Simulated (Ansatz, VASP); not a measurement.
# ZnRe in VASP and in Ansatz

File INCAR:

```
ALGO = Normal
EDIFF = 1E-7
EDIFFG = -0.01
ENCUT = 600
GGA = PE
IBRION = 2
ISIF = 3
ISMEAR = -1
IVDW = 12
LASPH = T
LCHARG = F
LREAL = F
LWAVE = F
NELM = 80
NSW = 60
PREC = Accurate
SIGMA = 0.05
```

KPOINTS

```
k-points
0
Gamma
  11 11 6
```

File POSCAR:

```
ZnRe
1.0
    2.7482183437      0.0000000000      0.0000000000
   -1.3741091718      2.3800269008      0.0000000000
    0.0000000000      0.0000000000      4.4940660000
Re Zn
1 1
Direct
    0.3333333333      0.6666666667      0.5000000000
    0.0000000000      0.0000000000      0.0000000000
```

Contents of input.yaml:

```yaml
crystal:
  lattice:
    - [2.7482183437, 0.0, 0.0]
    - [-1.3741091718, 2.3800269008, 0.0]
    - [0.0, 0.0, 4.494066]
  atoms:
    - { symbol: Re, position: [0.3333333333, 0.6666666667, 0.5] }
    - { symbol: Zn, position: [0.0, 0.0, 0.0] }
hamiltonian:
  xc: pbe
  pseudopotentials: { kind: paw }
  dispersion: d3bj
kpoints:
  mp_grid: { grid: [11, 11, 6] }
scf:
  occupations: { method: fermi_dirac, width: 0.05 }
output:
  forces: true
  stress: true
  eigenvalues: true
relax:
  f_tol: 0.01
  max_steps: 40
  cell: { stress_tol: 0.05 }
```

The cell comes from a database or a generator and needn't be the stable form of this composition.

Alike in both runs: task relaxation of cell and atoms; functional PBE; dispersion D3(BJ); k mesh 11 × 11 × 6; occupations fermi-dirac, width 0.05 eV; no spin polarisation.

|  | VASP | Ansatz |
| --- | --- | --- |
| version | VASP 6.6.1 | Ansatz 0.2.0 |
| potentials or method | VASP PAW PBE potentials, release 64 (Re, Zn) | Ansatz PAW |
| plane-wave cutoff (eV) | 600 | 420 |
| valence electrons in the cell | 19 | 27 |

```tsv
	VASP	Ansatz	Ansatz less VASP
gap on the k mesh at the Fermi level, each at its own relaxed structure (eV)	none	none	-
relaxed volume (Å³/atom)	14.20	14.19	-0.011
relaxed cell length with the largest relative difference (Å)	4.430	4.425	-0.0054
energy change over the relaxation (meV/atom)	-12	-12	-0.4
```

A gap of «none» marks a metal or a gap that the smearing closes. The two sets of potentials don't hold the same shells in valence.

Caveats: pairwise dispersion overbinds metals, which lowers pressure and volume; the plane-wave basis is chosen anew once the cell has moved, so the energies of steps on either side of that aren't comparable (Ansatz). The runs have no spin-orbit coupling, so splittings on Re are missing.
